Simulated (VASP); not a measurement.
Given:

```xyz
1
Lattice="-1.6212 1.6212 1.6212 1.6212 -1.6212 1.6212 1.6212 1.6212 -1.6212" Properties=species:S:1:pos:R:3 pbc="T T T"
Nb     0.0000     0.0000     0.0000
```

The numbers are results of LDA (Ceperley-Alder, Perdew-Zunger), VASP's LDA PAW potentials (set 64) (plane waves; VASP 6.6.1), not measurements. Numerical set-up: 400 eV cut-off, 14×14×14 Γ-centred mesh, first-order Methfessel-Paxton smearing of 0.10 eV, potentials Nb_sv.

Question: Estimate the energy per atom (σ→0), band gap (on the k-mesh) with the smallest direct gap where there is one.

Answer: 
```yaml
band gap (on the k-mesh): none (metal, semimetal or under 0.01 eV)
energy per atom (σ→0): -11.248 eV/atom
```

The compound is Nb in the bcc structure. It was relaxed first, which changed the volume by -5 %. The start is the result of an earlier pass.
